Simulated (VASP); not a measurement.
These are PBEsol GGA, VASP's PBE PAW potentials (set 64) (plane waves; VASP) values and carry that method's errors.

VASP ran on this input.

### KPOINTS
```
Automatic
0
gamma
12 12 1
```

**INCAR**
```
SYSTEM = PtS2 monolayer
PREC = Normal
ENCUT = 400
EDIFF = 1E-5
NELM = 100
ALGO = Normal
LREAL = .FALSE.
LASPH = .TRUE.
ISMEAR = 0
SIGMA = 0.05
GGA = PS
LMAXMIX = 6
LWAVE = .TRUE.
LCHARG = .FALSE.
NELMIN = 4
IBRION = 2
ISIF = 4
NSW = 50
EDIFFG = -0.03
```

File POSCAR:
```
PtS2 monolayer
1
    3.5668101286     0.0000000000     0.0000000000
   -1.7834050643     3.0889482539     0.0000000000
    0.0000000000     0.0000000000    17.5043454612
S Pt
2 1
Direct
  0.6666670000   0.3333330000   0.4367190000
  0.3333330000   0.6666670000   0.5632810000
  0.0000000000   0.0000000000   0.5000000000
```

POTCAR, in this order: S Pt (PBE.64 set). Program: vasp_std.

What VASP printed:

### OSZICAR
```
       N       E                     dE             d eps       ncg     rms          rms(c)
DAV:   1     0.158203009937E+03    0.15820E+03   -0.72967E+03   570   0.914E+02
DAV:   2    -0.350782452780E+01   -0.16171E+03   -0.15609E+03   868   0.194E+02
DAV:   3    -0.179570063107E+02   -0.14449E+02   -0.14388E+02   717   0.724E+01
DAV:   4    -0.182471324618E+02   -0.29013E+00   -0.28981E+00   805   0.114E+01
DAV:   5    -0.182531446264E+02   -0.60122E-02   -0.60115E-02   775   0.159E+00    0.208E+01
DAV:   6    -0.170387024915E+02    0.12144E+01   -0.81939E+00   724   0.287E+01    0.124E+01
DAV:   7    -0.168868916768E+02    0.15181E+00   -0.17961E+00   675   0.144E+01    0.506E+00
DAV:   8    -0.168286276449E+02    0.58264E-01   -0.13075E-01   724   0.380E+00    0.103E+00
DAV:   9    -0.168240486589E+02    0.45790E-02   -0.28897E-02   773   0.165E+00    0.263E-01
DAV:  10    -0.168242894408E+02   -0.24078E-03   -0.19727E-03   773   0.388E-01    0.211E-01
DAV:  11    -0.168244388891E+02   -0.14945E-03   -0.27296E-04   752   0.164E-01    0.794E-02
DAV:  12    -0.168244300174E+02    0.88717E-05   -0.16766E-04   759   0.137E-01    0.353E-02
DAV:  13    -0.168244332812E+02   -0.32638E-05   -0.14738E-05   642   0.294E-02
   1 F= -.16824433E+02 E0= -.16824433E+02  d E =-.168244E+02
       N       E                     dE             d eps       ncg     rms          rms(c)
DAV:   1    -0.169229260432E+02   -0.98496E-01   -0.69792E+00   570   0.165E+01    0.193E+00
DAV:   2    -0.169291077631E+02   -0.61817E-02   -0.42093E-01   724   0.433E+00    0.936E-01
DAV:   3    -0.169270443304E+02    0.20634E-02   -0.22215E-02   759   0.150E+00    0.543E-01
DAV:   4    -0.169258044718E+02    0.12399E-02   -0.29214E-03   787   0.542E-01    0.297E-01
DAV:   5    -0.169253131501E+02    0.49132E-03   -0.10234E-03   794   0.238E-01    0.525E-02
DAV:   6    -0.169252839205E+02    0.29230E-04   -0.57834E-05   801   0.625E-02    0.324E-02
DAV:   7    -0.169252636637E+02    0.20257E-04   -0.23210E-05   650   0.365E-02    0.923E-03
DAV:   8    -0.169252690207E+02   -0.53570E-05   -0.61452E-06   544   0.150E-02
   2 F= -.16925269E+02 E0= -.16925269E+02  d E =-.100836E+00
       N       E                     dE             d eps       ncg     rms          rms(c)
DAV:   1    -0.169370249827E+02   -0.11761E-01   -0.18028E+00   570   0.833E+00    0.105E+00
DAV:   2    -0.169390424240E+02   -0.20174E-02   -0.10772E-01   773   0.219E+00    0.435E-01
DAV:   3    -0.169384828174E+02    0.55961E-03   -0.52379E-03   759   0.726E-01    0.275E-01
DAV:   4    -0.169381722503E+02    0.31057E-03   -0.66297E-04   731   0.261E-01    0.151E-01
DAV:   5    -0.169380118644E+02    0.16039E-03   -0.29875E-04   787   0.133E-01    0.284E-02
DAV:   6    -0.169380079443E+02    0.39201E-05   -0.13940E-05   621   0.305E-02
   3 F= -.16938008E+02 E0= -.16938008E+02  d E =-.113575E+00
       N       E                     dE             d eps       ncg     rms          rms(c)
DAV:   1    -0.169412287626E+02   -0.32169E-02   -0.12407E-01   696   0.246E+00    0.385E-01
DAV:   2    -0.169393661497E+02    0.18626E-02   -0.60229E-03   682   0.686E-01    0.148E-01
DAV:   3    -0.169389481184E+02    0.41803E-03   -0.71766E-04   761   0.212E-01    0.800E-02
DAV:   4    -0.169387434233E+02    0.20470E-03   -0.34854E-04   794   0.115E-01    0.435E-02
DAV:   5    -0.169387012408E+02    0.42182E-04   -0.55619E-05   794   0.456E-02    0.137E-02
DAV:   6    -0.169386942299E+02    0.70110E-05   -0.10230E-05   607   0.195E-02
   4 F= -.16938694E+02 E0= -.16938694E+02  d E =-.686286E-03
       N       E                     dE             d eps       ncg     rms          rms(c)
DAV:   1    -0.169424591631E+02   -0.37579E-02   -0.18038E-01   703   0.296E+00    0.465E-01
DAV:   2    -0.169397928754E+02    0.26663E-02   -0.88221E-03   682   0.831E-01    0.178E-01
DAV:   3    -0.169392052632E+02    0.58761E-03   -0.10307E-03   768   0.254E-01    0.968E-02
DAV:   4    -0.169389202672E+02    0.28500E-03   -0.49387E-04   794   0.138E-01    0.524E-02
DAV:   5    -0.169388620317E+02    0.58236E-04   -0.77522E-05   801   0.540E-02    0.165E-02
DAV:   6    -0.169388490085E+02    0.13023E-04   -0.13226E-05   628   0.233E-02    0.745E-03
DAV:   7    -0.169388538016E+02   -0.47931E-05   -0.88701E-06   558   0.175E-02
   5 F= -.16938854E+02 E0= -.16938854E+02  d E =-.845857E-03
```

OUTCAR:
```
------------------------ aborting loop because EDIFF is reached ----------------------------------------
  FORCE on cell =-STRESS in cart. coord.  units (eV):
  Direction    XX          YY          ZZ          XY          YZ          ZX
  --------------------------------------------------------------------------------------
  Total       -0.0200533     -0.0200533     -0.0505784      0.0000000      0.0000000      0.0000000
  in kB       -0.1665940     -0.1665940     -0.4201838      0.0000000      0.0000000      0.0000000
  external PRESSURE =      -0.2511240 kB  Pullay stress =       0.0000000 kB
  volume of cell :      192.86
      direct lattice vectors                 reciprocal lattice vectors
     3.531367530 -0.000000000 -0.000000000     0.283176416  0.163491976  0.000000000
    -1.765683765  3.058254068  0.000000000     0.000000000  0.326983952  0.000000000
    -0.000000000 -0.000000000 17.857473674    -0.000000000 -0.000000000  0.055998963
 POSITION                                       TOTAL-FORCE (eV/Angst)
 -----------------------------------------------------------------------------------
      1.76569      1.01942      7.70947        -0.000000     -0.000000      0.021599
     -0.00000      2.03884     10.14801        -0.000000      0.000000     -0.021599
     -0.00000     -0.00000      8.92874         0.000000      0.000000      0.000000
 -----------------------------------------------------------------------------------
    total drift:                               -0.000000     -0.000000      0.000000
  FREE ENERGIE OF THE ION-ELECTRON SYSTEM (eV)
  ---------------------------------------------------
  free  energy   TOTEN  =       -16.9388538016 eV

  energy  without entropy=      -16.9388538016  energy(sigma->0) =      -16.93885380

 reached required accuracy - stopping structural energy minimisation
```
(Selected blocks of OUTCAR.)

CONTCAR:
```
PtS2 monolayer
   1.00000000000000
     3.5313675304879300   -0.0000000000000000   -0.0000000000000000
    -1.7656837652439650    3.0582540678345467    0.0000000000000000
    -0.0000000000000000   -0.0000000000000001   17.8574736738234847
  S               Pt
     2     1
Direct
     0.6666669999999968    0.3333330000000032    0.4317222193253847
     0.3333330000000032    0.6666669999999968    0.5682777806746152
     0.0000000000000000    0.0000000000000000    0.5000000000000000
```

The cell is a sheet with vacuum, built from PtS2 (1T layered).
